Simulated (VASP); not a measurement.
The system is Al6SiSe3.

```xyz
10
Lattice="6.1079 0.0000 0.0000 0.0000 6.1079 0.0000 0.0000 0.0000 6.1079" Properties=species:S:1:pos:R:3 pbc="T T T"
Al    1.3104    3.0539    3.0539
Al    4.7975    3.0539    3.0539
Al    3.0539    1.3104    3.0539
Al    3.0539    4.7975    3.0539
Al    3.0539    3.0539    1.3104
Al    3.0539    3.0539    4.7975
Si    0.0000    0.0000    0.0000
Se    3.0539    0.0000    0.0000
Se    0.0000    3.0539    0.0000
Se    0.0000    0.0000    3.0539
```

The cell was built by a generator and needn't be a form met in nature.

The cell isn't the ideal one: random cell by space group and Wyckoff sites (Pm-3m, No. 221).

```yaml
Program: VASP 6.6.1
Task: relaxation of cell and atoms
Functional: PBE
Potentials_or_basis: VASP PAW PBE potentials, release 64 (Al, Si, Se)
Cutoff: 600 eV
k_mesh: 4 × 4 × 4
Occupations: gaussian, width 0.1 eV
Spin: no spin polarisation
```

At the start: pressure 1.5 GPa; volume 22.79 Å³/atom.

Question: Where does the relaxation end?

Answer: Over 8 steps the energy falls by 160.3 meV/atom and the volume is 22.58 Å³/atom (-0.9 %); space group Pm-3m (No. 221, to 0.05 Å).

The path:
| step | energy change (eV) | largest force (eV/Å) | pressure (GPa) | volume (Å³) |
| --- | --- | --- | --- | --- |
| 1 | 0.0000 | 4.0564 | 1.46 | 227.86 |
| 2 | -1.1541 | 2.2137 | -0.92 | 234.76 |
| 3 | -1.5738 | 0.1124 | -1.36 | 232.38 |
| 4 | -1.5741 | 0.0326 | -1.36 | 232.47 |
| 5 | -1.6004 | 0.1660 | -0.08 | 226.42 |
| 6 | -1.6004 | 0.1611 | -0.12 | 226.56 |
| 7 | -1.6027 | 0.0627 | 0.04 | 225.57 |
| 8 | -1.6031 | 0.0006 | 0.00 | 225.84 |

Final structure:
```
CELL_PARAMETERS angstrom
6.08978 0.00000 0.00000
0.00000 6.08978 0.00000
0.00000 0.00000 6.08978
ATOMIC_POSITIONS crystal
Al 0.19305 0.50000 0.50000
Al 0.80695 0.50000 0.50000
Al 0.50000 0.19305 0.50000
Al 0.50000 0.80695 0.50000
Al 0.50000 0.50000 0.19305
Al 0.50000 0.50000 0.80695
Si 0.00000 0.00000 0.00000
Se 0.50000 0.00000 0.00000
Se 0.00000 0.50000 0.00000
Se 0.00000 0.00000 0.50000
```
